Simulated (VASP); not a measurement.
Here is the system:

```
PtS2
1.0
    1.77978    -3.08267     0.00000
    1.77978     3.08267     0.00000
    0.00000     0.00000     4.54358
Pt S
1 2
Direct
  0.00000   0.00000   0.00000
  0.33333   0.66667   0.26151
  0.66667   0.33333   0.73849
```

All values below come from LDA (Ceperley-Alder, Perdew-Zunger), VASP's LDA PAW potentials (set 64) (plane waves; VASP). Settings: 500 eV cut-off, 10×10×7 Γ-centred mesh, first-order Methfessel-Paxton smearing of 0.10 eV, potentials Pt S.

Energy and stress use the plane-wave basis of the starting cell.

Q: The ions, cell shape and volume at an external pressure of 5.0 GPa are relaxed. Which structure does the run end with?

A: 
```
PtS2
1.0
    1.77032    -3.06628     0.00000
    1.77032     3.06628     0.00000
    0.00000     0.00000     4.29635
Pt S
1 2
Cartesian
  1.77032   3.06628   0.00000
  1.77032   1.02209   1.18173
  1.77032  -1.02209   3.11462
```
Space group P-3m1 (164), at a tolerance of 0.03 Å.

Q: How do energy and volume change from the first to the last step?

A: The energy (σ→0) changes by +13.8 meV/atom and the volume by -6.4 %, in 10 ionic steps.

```tsv
step	E(σ→0) (eV)	max force (eV/Å)	pressure (GPa)	volume (Å³)
1	-18.2140	0.009	0.09	49.86
2	-18.0598	1.032	14.84	46.27
3	-18.1932	0.360	4.97	48.50
4	-18.1928	0.277	4.97	48.04
5	-18.1720	0.017	5.37	46.67
6	-18.1690	0.045	5.42	46.57
7	-18.1794	0.111	3.72	46.91
8	-18.1750	0.079	4.56	46.74
9	-18.1708	0.036	5.26	46.59
10	-18.1725	0.004	5.02	46.64
```

The compound is PtS2 in the 1T layered structure. This run relaxes it under an external pressure of 5 GPa. Symmetry was kept, so distortions that lower it aren't found.
